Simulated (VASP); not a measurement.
These are vdW-DF2, VASP's PBE PAW potentials (set 64) (plane waves; VASP 6.6.1) values and carry that method's errors.

A VASP calculation is set up with these files.

POSCAR:
```
CdF2
5.5022030
  0.0000000000   0.5000000405   0.5000000405
  0.5000000405   0.0000000000   0.5000000405
  0.5000000405   0.5000000405   0.0000000000
Cd F
1 2
Cartesian
  1.0000000809   1.0000000809   1.0000000809
  0.2500000202   0.2500000202   0.2500000202
  0.7500000607   0.7500000607   0.7500000607
```

File KPOINTS:
```
Automatic mesh
0
gamma
7 7 7
```

**INCAR**
```
SYSTEM = CdF2
PREC = Accurate; ENCUT = 520; LREAL = .False.
LASPH = .True.
EDIFF = 1E-7; NELM = 100; ALGO = Normal
LMAXMIX = 4
ISMEAR = 0; SIGMA = 0.05
GGA = ML; LUSE_VDW = .True.; AGGAC = 0.0
ZAB_VDW = -1.8867
ISIF = 2
LWAVE = .False.; LCHARG = .False.
```

POTCAR, in this order: Cd F (PBE.64 set). Program: vasp_std.

The run wrote:

File OSZICAR:
```
       N       E                     dE             d eps       ncg     rms          rms(c)
DAV:   1     0.212543829212E+03    0.21254E+03   -0.15899E+04   680   0.155E+03
DAV:   2     0.310495484894E+01   -0.20944E+03   -0.20285E+03   772   0.386E+02
DAV:   3    -0.687706215418E+01   -0.99820E+01   -0.99563E+01   759   0.930E+01
DAV:   4    -0.694029116795E+01   -0.63229E-01   -0.63217E-01   740   0.708E+00
DAV:   5    -0.694054103092E+01   -0.24986E-03   -0.24986E-03   754   0.423E-01    0.107E+01
DAV:   6    -0.445750786746E+01    0.24830E+01   -0.79828E+00   931   0.496E+01    0.677E+00
DAV:   7    -0.447428511283E+01   -0.16777E-01   -0.92363E-01   681   0.107E+01    0.400E+00
DAV:   8    -0.444304174665E+01    0.31243E-01   -0.19581E-01   681   0.434E+00    0.770E-01
DAV:   9    -0.443360768670E+01    0.94341E-02   -0.41050E-02   834   0.222E+00    0.109E-01
DAV:  10    -0.443393981683E+01   -0.33213E-03   -0.36755E-03   681   0.862E-01    0.110E-01
DAV:  11    -0.443392475880E+01    0.15058E-04   -0.30793E-04   775   0.272E-01    0.421E-02
DAV:  12    -0.443394496892E+01   -0.20210E-04   -0.87508E-05   682   0.105E-01    0.135E-02
DAV:  13    -0.443394502672E+01   -0.57800E-07   -0.18666E-05   817   0.712E-02    0.104E-02
DAV:  14    -0.443394450847E+01    0.51825E-06   -0.23780E-06   721   0.236E-02    0.242E-03
DAV:  15    -0.443394442285E+01    0.85622E-07   -0.35083E-07   574   0.659E-03
   1 F= -.44339444E+01 E0= -.44339444E+01  d E =-.158807E-17
```

**OUTCAR**
```
------------------------ aborting loop because EDIFF is reached ----------------------------------------
  FORCE on cell =-STRESS in cart. coord.  units (eV):
  Direction    XX          YY          ZZ          XY          YZ          ZX
  --------------------------------------------------------------------------------------
  Total        0.7607914      0.7607914      0.7607914      0.0000000      0.0000000     -0.0000000
  in kB       29.2702385     29.2702385     29.2702385      0.0000000      0.0000000     -0.0000000
  external PRESSURE =      29.2702385 kB  Pullay stress =       0.0000000 kB
  volume of cell :       41.64
      direct lattice vectors                 reciprocal lattice vectors
     0.000000000  2.751101723  2.751101723    -0.181745370  0.181745370  0.181745370
     2.751101723  0.000000000  2.751101723     0.181745370 -0.181745370  0.181745370
     2.751101723  2.751101723  0.000000000     0.181745370  0.181745370 -0.181745370
 POSITION                                       TOTAL-FORCE (eV/Angst)
 -----------------------------------------------------------------------------------
      0.00000      0.00000      0.00000        -0.000000      0.000000     -0.000000
      1.37555      1.37555      1.37555         0.000000      0.000000      0.000000
      4.12665      4.12665      4.12665        -0.000000     -0.000000     -0.000000
 -----------------------------------------------------------------------------------
    total drift:                                0.000000     -0.000000      0.000000
  FREE ENERGIE OF THE ION-ELECTRON SYSTEM (eV)
  ---------------------------------------------------
  free  energy   TOTEN  =        -4.4339444228 eV

  energy  without entropy=       -4.4339444228  energy(sigma->0) =       -4.43394442
```
(Selected blocks of OUTCAR.)

The compound is CdF2 in the fluorite structure. This cell is one point of a volume scan, at 0.97 of the reference volume.
